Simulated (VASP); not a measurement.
Input:

```xyz
2
Lattice="0.0000 2.8799 2.8799 2.8799 0.0000 2.8799 2.8799 2.8799 0.0000" Properties=species:S:1:pos:R:3 pbc="T T T"
Ge     0.0000     0.0000     0.0000
Ge     1.4400     1.4400     1.4400
```

Method: PBE GGA, VASP's PBE PAW potentials (set 64) (plane waves; VASP 6.6.1). Numerical set-up: 500 eV cut-off, 11×11×11 Γ-centred mesh, first-order Methfessel-Paxton smearing of 0.10 eV, potentials Ge_d.

Energy and stress use the plane-wave basis of the starting cell.

Question: The ions, cell shape and volume at an external pressure of 5.0 GPa are relaxed. Predict the relaxed structure.

Answer: 
```xyz
2
Lattice="0.0000 2.8135 2.8135 2.8135 0.0000 2.8135 2.8135 2.8135 0.0000" Properties=species:S:1:pos:R:3 pbc="T T T"
Ge     0.0000     0.0000     0.0000
Ge     1.4067     1.4067     1.4067
```
Space group Fd-3m (227), at a tolerance of 0.03 Å.

Question: How do energy and volume change from the first to the last step?

Answer: The energy (σ→0) changes by +22.6 meV/atom and the volume by -6.8 %, in 13 ionic steps.

The compound is Ge in the diamond structure. This run relaxes it under an external pressure of 5 GPa. Symmetry was kept, so distortions that lower it aren't found.
